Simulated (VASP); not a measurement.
Energy against volume of Ni3Fe (L1_2). These are revPBE GGA, VASP's PBE PAW potentials (set 64) (plane waves; VASP) values and carry that method's errors. Run with 520 eV cut-off, 9×9×9 Γ-centred mesh, first-order Methfessel-Paxton smearing of 0.10 eV, potentials Fe Ni.

```tsv
V (Å³/atom)	E (eV/atom)
11.060	-5.84616
11.402	-5.85161
11.744	-5.84584
12.086	-5.83041
```

Question: Fit these four points and predict the energy of the run at 10.718 Å³/atom.

Answer: A cubic in V^(−2/3), the third-order Birch-Murnaghan form, passes through the four points with V0 = 11.39 Å³/atom and B0 = 176 GPa, and gives -5.8276 eV/atom there. The run gave -5.8280 eV/atom, -0.4 meV/atom from the fit; all five points give B0 = 174 GPa.

The compound is Ni3Fe in the L1_2 structure. It was relaxed first.
